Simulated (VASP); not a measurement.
Input:

```
Y
1.0
    1.82500    -3.16099     0.00000
    1.82500     3.16099     0.00000
    0.00000     0.00000     5.73000
Y
2
Cartesian
  1.82500   1.05367   1.43250
  1.82500  -1.05367   4.29750
```

Computed with optB86b-vdW, VASP's PBE PAW potentials (set 64) (plane waves; VASP). Run with 520 eV cut-off, 10×10×6 Γ-centred mesh, first-order Methfessel-Paxton smearing of 0.10 eV, potentials Y_sv.

Energy and stress use the plane-wave basis of the starting cell.

**Question.** The ions, cell shape and volume are relaxed. Give the cell that the relaxation ends in.

**Answer.** 
```
Y
1.0
    1.81138    -3.13741     0.00000
    1.81138     3.13741     0.00000
    0.00000     0.00000     5.56856
Y
2
Direct
  0.33333   0.66667   0.25000
  0.66667   0.33333   0.75000
```
Space group P6_3/mmc (194), at a tolerance of 0.03 Å.

**Question.** How do energy and volume change from the first to the last step?

**Answer.** The energy (σ→0) changes by -9.6 meV/atom and the volume by -4.3 %, in 5 ionic steps.

The compound is Y in the hcp structure. This run relaxes it. Symmetry was kept, so distortions that lower it aren't found.
